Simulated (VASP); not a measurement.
Shape and ions are relaxed at each volume.

Data:

```xyz
4
Lattice="1.2773 -2.2123 0.0000 1.2773 2.2123 0.0000 0.0000 0.0000 4.2264" Properties=species:S:1:pos:R:3 pbc="T T T"
B      1.2773    -0.7375     2.1141
B      1.2773     0.7375     0.0009
N      1.2773    -0.7375     3.6972
N      1.2773     0.7375     1.5840
```

The numbers are results of optB88-vdW, VASP's PBE PAW potentials (set 64) (plane waves; VASP), not measurements. Settings: 520 eV cut-off, 10×10×5 Γ-centred mesh, Gaussian smearing of 0.050 eV, potentials B N.

### Question
Give the energy at these volumes per atom, relative to the lowest: 5.61, 5.79, 5.97, 6.15, 6.33 Å³.

### Answer
28.2, 6.9, 0.0, 5.7, 22.3 meV/atom. A third-order Birch-Murnaghan fit gives B0 = 373 GPa and B0′ = 3.7.

Measured: bulk modulus 375 GPa (computed value off by -0.5 %), as given by Equation of state of wurtzitic boron nitride to 66 GPa, Appl. Phys. Lett., doi 10.1063/1.121186. The calculation is for a static lattice, while the measured bulk modulus holds thermal and zero-point effects, which are part of the difference.

The compound is BN in the wurtzite structure, a metastable high-pressure form. It was relaxed first.
